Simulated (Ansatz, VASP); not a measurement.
**PtS2: VASP beside Ansatz**

One calculation is typed for both programs; each brings its own data sets. How far apart do they land? The cell is taken from a series of runs on this material, whose earlier steps may have relaxed, scaled, displaced or heated it; both programs get it as it stands.

Method: plane waves, with VASP 6.6.1 beside it; zone-centre phonons at PBE with D3(BJ), in Ansatz 0.2.0.

## (1) Set-up

It takes space group P-3m1 (No. 164, trigonal). The conventional cell has a = 3.596 Å, b = 3.596 Å, c = 4.524 Å, α = 90.00°, β = 90.00°, γ = 120.00°. Nearest to S lie 3 Pt at 2.39 Å. Pt has 6 S at 2.39 Å nearest. Farther neighbours and most contacts between anions are not listed.

As a file:

```xyz
3
Lattice="3.5955 0.0000 0.0000 -1.7978 3.1138 0.0000 0.0000 0.0000 4.5240" Properties=species:S:1:pos:R:3 pbc="T T T"
S     0.0000    2.0759    1.1942
S     1.7978    1.0379    3.3298
Pt    0.0000    0.0000    0.0000
```

## (2) VASP: zone-centre phonons, PBE with D3(BJ)

Second derivatives magnify differences that forces hide, and they need a tight electronic threshold.

Lines of VASP's logs that name or quote its potential files are left out, and so is its time.

File INCAR:

```
SYSTEM = PtS2
PREC = Accurate
ENCUT = 500
EDIFF = 1E-08
NELM = 120
ISMEAR = 0
SIGMA = 0.01
LREAL = .FALSE.
ALGO = Normal
GGA = PE
IVDW = 12
NBANDS = 17
LASPH = .TRUE.
LORBIT = 11
LWAVE = .FALSE.
LCHARG = .FALSE.
ISIF = 2
IBRION = 6
NFREE = 2
POTIM = 0.015
NSW = 1
GGA_COMPAT = .FALSE.
KPAR = 2
```

File POSCAR:

```
PtS2
1.0
    3.5955262636      0.0000000000      0.0000000000
   -1.7977631318      3.1138170842      0.0000000000
    0.0000000000      0.0000000000      4.5239858807
S Pt
2 1
Direct
    0.3333333333      0.6666666667      0.2639710911
    0.6666666667      0.3333333333      0.7360289089
    0.0000000000      0.0000000000      0.0000000000
```

File KPOINTS:

```
Automatic mesh
0
Gamma
12 12 8
0 0 0
```

Potentials, in the order of the species: S and Pt (PBE family, release 64).

On the command line:

```
mpirun -np 2 vasp_std
```

Numbers of over 12 decimals in the logs are rounded to 6 here.

Output:

```text
[banner, memory and clock lines left out]
running    2 mpi-ranks, on    1 nodes
 distrk:  each k-point on    1 cores,    2 groups
 distr:  one band on    1 cores,    1 groups

 POSCAR found type information on POSCAR S Pt
 POSCAR found :  2 types and       3 ions
 LDA part: xc-table for (Slater+PW92), standard interpolation
 POSCAR, INCAR and KPOINTS ok, starting setup
 FFT: planning ... GRIDC
 FFT: planning ... GRID_SOFT
 FFT: planning ... GRID
 WAVECAR not read
 entering main loop
       N       E                     dE             d eps       ncg     rms          rms(c)
DAV:   1     0.107535285635E+03    0.10754E+03   -0.10437E+04  4558   0.113E+03
DAV:   2    -0.118378922161E+02   -0.11937E+03   -0.11569E+03  5513   0.226E+02
DAV:   3    -0.165011616702E+02   -0.46633E+01   -0.46324E+01  5588   0.461E+01
DAV:   4    -0.165459523085E+02   -0.44791E-01   -0.44766E-01  5969   0.502E+00
DAV:   5    -0.165465742914E+02   -0.62198E-03   -0.62194E-03  5771   0.569E-01    0.181E+01
DAV:   6    -0.155541524687E+02    0.99242E+00   -0.69902E+00  4531   0.253E+01    0.127E+01
DAV:   7    -0.152928774641E+02    0.26128E+00   -0.13209E+00  4542   0.117E+01    0.592E+00
DAV:   8    -0.152778422317E+02    0.15035E-01   -0.69104E-02  5066   0.189E+00    0.137E+00
DAV:   9    -0.152746464330E+02    0.31958E-02   -0.91955E-03  5686   0.980E-01    0.216E-01
DAV:  10    -0.152747898480E+02   -0.14341E-03   -0.12978E-03  5384   0.240E-01    0.875E-02
DAV:  11    -0.152748340904E+02   -0.44242E-04   -0.44239E-05  5535   0.536E-02    0.446E-02
DAV:  12    -0.152748372083E+02   -0.31179E-05   -0.81212E-06  5468   0.250E-02    0.670E-03
DAV:  13    -0.152748381756E+02   -0.96731E-06   -0.67081E-07  5633   0.649E-03    0.344E-03
DAV:  14    -0.152748382709E+02   -0.95288E-07   -0.19188E-07  5395   0.302E-03    0.963E-04
DAV:  15    -0.152748382268E+02    0.44108E-07   -0.12939E-08  4698   0.832E-04    0.401E-04
DAV:  16    -0.152748382040E+02    0.22821E-07   -0.29759E-09  2594   0.324E-04    0.113E-04
DAV:  17    -0.152748382043E+02   -0.30809E-09   -0.25450E-10  2441   0.121E-04
   1 F= -.16663829E+02 E0= -.16663820E+02  d E =-.184033E-04
[... from here on, the cycles between the ionic steps are left out ...]
   2 F= -.16662814E+02 E0= -.16662808E+02  d E =-.118165E-04
   3 F= -.16662814E+02 E0= -.16662808E+02  d E =-.118209E-04
   4 F= -.16661961E+02 E0= -.16661952E+02  d E =-.184033E-04
   5 F= -.16663179E+02 E0= -.16663170E+02  d E =-.184033E-04
   6 F= -.16661997E+02 E0= -.16661988E+02  d E =-.183430E-04
   7 F= -.16661997E+02 E0= -.16661988E+02  d E =-.183430E-04
   8 F= -.16661773E+02 E0= -.16661764E+02  d E =-.184033E-04
 Finite differences progress:
  Degree of freedom:   4/  4
  Displacement:        1/  2
  Total:               7/  8
 bond charge predicted
       N       E                     dE             d eps       ncg     rms          rms(c)
DAV:   1    -0.152671066171E+02    0.56771E-02   -0.48198E+00  4467   0.115E+01    0.549E-01
DAV:   2    -0.152735832145E+02   -0.64766E-02   -0.66842E-02  5398   0.185E+00    0.240E-01
DAV:   3    -0.152729581998E+02    0.62501E-03   -0.17659E-03  5625   0.277E-01    0.142E-01
DAV:   4    -0.152727773561E+02    0.18084E-03   -0.98271E-04  5194   0.170E-01    0.422E-02
DAV:   5    -0.152727864761E+02   -0.91201E-05   -0.39115E-05  5538   0.426E-02    0.161E-02
DAV:   6    -0.152727837221E+02    0.27540E-05   -0.11273E-05  5201   0.222E-02    0.688E-03
DAV:   7    -0.152727837835E+02   -0.61406E-07   -0.30700E-06  5719   0.109E-02    0.369E-03
DAV:   8    -0.152727837379E+02    0.45590E-07   -0.50952E-07  4894   0.420E-03    0.625E-04
DAV:   9    -0.152727837420E+02   -0.40825E-08   -0.13032E-08  4139   0.857E-04
   9 F= -.16661773E+02 E0= -.16661764E+02  d E =-.184033E-04
 Finite differences progress:
  Degree of freedom:   4/  4
  Displacement:        2/  2
  Total:               8/  8
```

Parts of OUTCAR (step 2):

```text
ion  position               nearest neighbor table
   1  0.333  0.667  0.264-   3 2.39   3 2.39   3 2.39
   2  0.667  0.333  0.736-   3 2.39   3 2.39   3 2.39
   3  0.000  0.000  0.000-   1 2.39   2 2.39   1 2.39   2 2.39   2 2.39   1 2.39

  LATTYP: Found a hexagonal cell.
 ALAT       =     3.5955262636
 C/A-ratio  =     1.2582263483

 Subroutine GETGRP returns: Found 12 space group operations
 (whereof 12 operations were pure point group operations)

The static configuration has the point symmetry D_3d.

 Found    131 irreducible k-points:

   k-points           NKPTS =    131   k-points in BZ     NKDIM =    131   number of bands    NBANDS=     17

   dimension x,y,z NGX =    28 NGY =   28 NGZ =   36
   dimension x,y,z NGXF=    56 NGYF=   56 NGZF=   72

   ENCUT  =  500.0 eV  36.75 Ry    6.06 a.u.   6.56  6.56  8.25*2*pi/ulx,y,z

   NELECT =      22.0000    total number of electrons

 k-points in reciprocal lattice and weights: Automatic mesh
   0.00000000  0.00000000  0.00000000       0.001
   0.08333333 -0.00000000  0.00000000       0.005
   0.16666667 -0.00000000  0.00000000       0.005
   0.25000000 -0.00000000  0.00000000       0.005
   0.33333333  0.00000000  0.00000000       0.005
   0.41666667 -0.00000000  0.00000000       0.005
   0.50000000 -0.00000000  0.00000000       0.003
   0.08333333  0.08333333  0.00000000       0.005
   0.16666667  0.08333333  0.00000000       0.010
[...]
0.33333333  0.25000000  0.50000000       0.010
   0.33333333  0.33333333  0.50000000       0.002

 Edisp (eV)   -1.38899

 average (electrostatic) potential at core
       1 -84.4596       2 -84.4973       3 -67.2626

 E-fermi :   8.3061

 k-point     1 :       0.0000    0.0000    0.0000
  band No.  band energies     occupation
    ...
      6       4.0486      2.00000
      7       4.0486      2.00000
      8       5.8241      2.00000
      9       6.6586      2.00000
     10       6.6586      2.00000
     11       8.4786      0.00000
     12       9.2787      0.00000
     13       9.2787      0.00000
     14      11.6790      0.00000
     15      13.3113      0.00000
    ...

 k-point     2 :       0.0833   -0.0000    0.0000
  band No.  band energies     occupation
    ...
      7       3.9794      2.00000
      8       5.5686      2.00000
      9       6.5350      2.00000
     10       6.5980      2.00000
     11       8.0672      2.00000
     12       9.3385      0.00000
     13       9.4704      0.00000
     14      12.1689      0.00000
     15      13.6524      0.00000
     16      15.4059      0.00000
    ...

 k-point     3 :       0.1667   -0.0000    0.0000
  band No.  band energies     occupation
    ...
      7       3.8210      2.00000
      8       5.0079      2.00000
      9       6.3149      2.00000
     10       6.3787      2.00000
     11       7.3948      2.00000
     12       9.5481      0.00000
     13       9.6877      0.00000
     14      13.0874      0.00000
     15      14.2198      0.00000
     16      15.4331      0.00000
    ...

 Edisp (eV)   -1.38899

  Total      -0.16415    -0.16415     0.28960     0.00000    -0.00000     0.00000
  in kB      -5.19263    -5.19263     9.16091     0.00000    -0.00000     0.00000
  external pressure =       -0.41 kB  Pullay stress =        0.00 kB

  energy-cutoff  :      500.00
  volume of cell :       50.65
      direct lattice vectors                 reciprocal lattice vectors
     3.595526264  0.000000000  0.000000000     0.278123403  0.160574622  0.000000000
    -1.797763132  3.113817084  0.000000000     0.000000000  0.321149243  0.000000000
     0.000000000  0.000000000  4.523985881     0.000000000  0.000000000  0.221044014

 POSITION                                       TOTAL-FORCE (eV/Angst)
 -----------------------------------------------------------------------------------
     -0.00000      2.07588      1.19420         0.000000     -0.000000     -0.175843
      1.79776      1.03794      3.32978         0.000000     -0.000000     -0.098240
      0.00000      0.00000     -0.01500        -0.000000      0.000000      0.274083
 -----------------------------------------------------------------------------------
    total drift:                                0.000000     -0.000000     -0.000001

  FREE ENERGIE OF THE ION-ELECTRON SYSTEM (eV)
  ---------------------------------------------------
  free  energy   TOTEN  =       -16.6617733687 eV

  energy  without entropy=      -16.6617549655  energy(sigma->0) =      -16.66176417

 Eigenvectors and eigenvalues of the dynamical matrix
 ----------------------------------------------------

   1 f  =   10.050163 THz    63.147036 2PiTHz  335.237349 cm-1    41.564115 meV
             X         Y         Z           dx          dy          dz
     -0.000000  2.075878  1.194201    -0.000000    0.000000   -0.707107
      1.797763  1.037939  3.329784    -0.000000    0.000000    0.707107
      0.000000  0.000000  0.000000     0.000000   -0.000000    0.000000

   2 f  =    9.619188 THz    60.439141 2PiTHz  320.861577 cm-1    39.781747 meV
             X         Y         Z           dx          dy          dz
     -0.000000  2.075878  1.194201    -0.000000   -0.000000    0.613423
      1.797763  1.037939  3.329784    -0.000000   -0.000000    0.613423
      0.000000  0.000000  0.000000    -0.000000    0.000000   -0.497417

   3 f  =    9.081844 THz    57.062908 2PiTHz  302.937702 cm-1    37.559471 meV
             X         Y         Z           dx          dy          dz
     -0.000000  2.075878  1.194201     0.613396   -0.000003   -0.000000
      1.797763  1.037939  3.329784     0.613396   -0.000003    0.000000
      0.000000  0.000000  0.000000    -0.497483    0.000002    0.000000

   4 f  =    9.081844 THz    57.062908 2PiTHz  302.937702 cm-1    37.559471 meV
             X         Y         Z           dx          dy          dz
     -0.000000  2.075878  1.194201     0.000003    0.613396    0.000000
      1.797763  1.037939  3.329784     0.000003    0.613396   -0.000000
      0.000000  0.000000  0.000000    -0.000002   -0.497483   -0.000000

   5 f  =    8.713083 THz    54.745913 2PiTHz  290.637155 cm-1    36.034398 meV
             X         Y         Z           dx          dy          dz
     -0.000000  2.075878  1.194201    -0.707107   -0.000004   -0.000000
      1.797763  1.037939  3.329784     0.707107    0.000004    0.000000
      0.000000  0.000000  0.000000    -0.000000    0.000000   -0.000000

   6 f  =    8.713083 THz    54.745913 2PiTHz  290.637155 cm-1    36.034398 meV
             X         Y         Z           dx          dy          dz
     -0.000000  2.075878  1.194201    -0.000004    0.707107   -0.000000
      1.797763  1.037939  3.329784     0.000004   -0.707107    0.000000
      0.000000  0.000000  0.000000     0.000000    0.000000    0.000000

   7 f/i=    0.000132 THz     0.000832 2PiTHz    0.004417 cm-1     0.000548 meV
             X         Y         Z           dx          dy          dz
     -0.000000  2.075878  1.194201     0.000000    0.000000    0.351727
      1.797763  1.037939  3.329784     0.000000    0.000000    0.351727
      0.000000  0.000000  0.000000     0.000000    0.000000    0.867512

   8 f/i=    0.000825 THz     0.005184 2PiTHz    0.027522 cm-1     0.003412 meV
             X         Y         Z           dx          dy          dz
     -0.000000  2.075878  1.194201     0.229776    0.266360   -0.000000
      1.797763  1.037939  3.329784     0.229776    0.266360   -0.000000
      0.000000  0.000000  0.000000     0.566628    0.656844   -0.000000

   9 f/i=    0.000825 THz     0.005184 2PiTHz    0.027522 cm-1     0.003412 meV
             X         Y         Z           dx          dy          dz
     -0.000000  2.075878  1.194201    -0.266360    0.229776   -0.000000
      1.797763  1.037939  3.329784    -0.266360    0.229776   -0.000000
      0.000000  0.000000  0.000000    -0.656844    0.566628   -0.000000

 ELASTIC MODULI CONTR FROM IONIC RELAXATION (kBar)
 Direction    XX          YY          ZZ          XY          YZ          ZX
 --------------------------------------------------------------------------------
 XX        -645.1525   -412.9690   -623.0025     -0.0000    248.9214      0.0000
 YY        -412.9690   -645.1525   -623.0025     -0.0000   -248.9214      0.0000
 ZZ        -623.0025   -623.0025   -733.6248     -0.0000      0.0000      0.0000
 XY          -0.0000     -0.0000     -0.0000   -116.0917     -0.0000    248.9220
 YZ         248.9214   -248.9214      0.0000     -0.0000   -533.7320      0.0000
 ZX           0.0000      0.0000      0.0000    248.9220      0.0000   -533.7347
 --------------------------------------------------------------------------------

 total charge
# of ion       s       p       d       tot
------------------------------------------
    1        1.368   2.257   0.000   3.626
    2        1.368   2.257   0.000   3.626
    3        0.694   0.769   7.987   9.451
--------------------------------------------------
tot          3.431   5.284   7.987  16.702

[... 3 further parts left out ...]
```

CONTCAR:

```
PtS2
   1.00000000000000
     3.5955262636000000    0.0000000000000000    0.0000000000000000
    -1.7977631318000000    3.1138170841999999    0.0000000000000000
     0.0000000000000000    0.0000000000000000    4.5239858806999997
  S               Pt
     2     1
Direct
     0.3333333332999970    0.6666666667000030    0.2639710910999966
     0.6666666667000030    0.3333333332999970    0.7360289089000034
     0.0000000000000000    0.0000000000000000   -0.0033156602154733
```

Levels, forces or a CONTCAR printed for this step are those of its last displaced cell, not of the structure at rest.

(Part 1 of 2 ends here.)

[Lines on the potential files, build, host, timing and source positions are cut from VASP's logs without a mark.]

[Logs are printed without paths, hosts, clocks, repeated set-up lines and the standing remarks that a program may print on its own settings, such as how far it seeks lower states.]

[Hosts, paths, dates, database ids (printed as entryN), source tags and the programs' standing remarks are cut or masked in the printed files.]
